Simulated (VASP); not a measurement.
Given:

```
CELL_PARAMETERS angstrom
      0.00000     2.36711     2.36711
      2.36711     0.00000     2.36711
      2.36711     2.36711     0.00000
ATOMIC_POSITIONS crystal
  Pd 0.00000 0.00000 0.00000
  B  0.25000 0.25000 0.25000
```

Calculation: PBEsol GGA, VASP's PBE PAW potentials (set 64) (plane waves; VASP 6.6.1). Settings: 520 eV cut-off, 15×15×15 Γ-centred mesh, tetrahedra with Blöchl corrections, potentials Pd B.

Q: Predict the energy per atom (σ→0), band gap (on the k-mesh) with the smallest direct gap where there is one.

A: 
```json
{
 "band gap (on the k-mesh)": "none (metal, semimetal or under 0.01 eV)",
 "energy per atom (σ→0)": "-6.086 eV/atom"
}
```

The absolute energy has meaning only against runs of the same code, potentials and settings.

The structure was generated: PdB was put into the zinc blende type (F-43m), which need not be its known phase. It was relaxed first, which changed the volume by -22 %. The electron count is odd and the run is not spin-polarised, which forces a metal.
